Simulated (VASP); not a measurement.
Given:

```
CELL_PARAMETERS angstrom
      5.66746     0.00000     0.00000
      2.83373     4.00750     0.00000
      0.00000     0.00000    19.83433
ATOMIC_POSITIONS crystal
  Fe 0.75006 0.50023 0.34890
  Fe 0.25014 0.49995 0.34911
  Fe 0.74986 0.00005 0.34911
  Fe 0.24994 0.99977 0.34890
  Fe 0.99953 0.00017 0.44985
  Fe 0.50080 0.99976 0.44950
  Fe 0.00047 0.49983 0.44985
  Fe 0.49920 0.50024 0.44950
  Fe 0.74879 0.50054 0.55220
  Fe 0.25403 0.49952 0.55243
  Fe 0.74597 0.00048 0.55243
  Fe 0.25121 0.99946 0.55220
  Fe 0.01092 0.97468 0.65106
  Fe 0.48055 0.01428 0.65726
  Fe 0.98908 0.52532 0.65106
  Fe 0.51945 0.48572 0.65726
  C  0.00000 0.25000 0.70855
```
Starting moments (μB, in the order of the record's atoms Fe Fe Fe Fe Fe Fe Fe Fe Fe Fe Fe Fe Fe Fe Fe Fe C): 2.5 2.5 2.5 2.5 2.5 2.5 2.5 2.5 2.5 2.5 2.5 2.5 2.5 2.5 2.5 2.5 0.0.

Method: PBE GGA, VASP's PBE PAW potentials (set 64) (plane waves; VASP 6.6.1). Settings: PREC = Normal, 400 eV cut-off, 6×7×1 Γ-centred mesh, first-order Methfessel-Paxton smearing of 0.10 eV, potentials Fe C.

### Question
What does the run give for the cell moment, energy per atom (σ→0), band gap (on the k-mesh) with the smallest direct gap where there is one?

### Answer

- band gap (on the k-mesh) = none (metal, semimetal or under 0.01 eV)
- cell moment = 37.76 μB
- energy per atom (σ→0) = -7.830 eV/atom

### Question
Give the moment on each site (PAW-sphere projection).

### Answer

```csv
site,moment (μB)
Fe1,2.58
Fe2,2.57
Fe3,2.57
Fe4,2.58
Fe5,2.35
Fe6,2.36
Fe7,2.35
Fe8,2.36
Fe9,2.38
Fe10,2.30
Fe11,2.30
Fe12,2.38
Fe13,1.49
Fe14,2.77
Fe15,1.49
Fe16,2.77
C17,-0.17
```

The cell is a thin slab with vacuum, built from Fe (bcc): (110) face, C adsorbed.
